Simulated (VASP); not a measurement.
# SnO (relaxed from the h-BN structure, space group P6_3/mmc): computed properties

Computed with r2SCAN meta-GGA, VASP's PBE PAW potentials (set 64) (plane waves; VASP).

* **space group**: P6_3/mmc (194)
* **cell**: a = b = 4.1325 Å, c = 5.1805 Å, α = β = 90.00°, γ = 120.00°
* **volume per atom**: 19.15 Å³/atom
* **band gap (over mesh and band path)**: 0.58 eV
* **smallest direct gap (over mesh and band path)**: 0.58 eV
* **band-edge character**: direct, H to H
* **density**: 5.84 g/cm³

```yaml
crystal:
  lattice:
    - [4.13255, 0.00000, 0.00000]
    - [-2.06627, 3.57889, 0.00000]
    - [0.00000, 0.00000, 5.18049]
  atoms:
    - { symbol: Sn, position: [0.33333, 0.66667, 0.25000] }
    - { symbol: Sn, position: [0.66667, 0.33333, 0.75000] }
    - { symbol: O, position: [0.33333, 0.66667, 0.75000] }
    - { symbol: O, position: [0.66667, 0.33333, 0.25000] }
```

Unless said otherwise, spin-orbit coupling is left out, though it shifts the bands of the heavy elements here.

The structure was generated: SnO was put into the h-BN type (P6_3/mmc), which need not be its known phase. It was relaxed first, which changed the volume by -24 %. Symmetry was kept, so distortions that lower it aren't found.
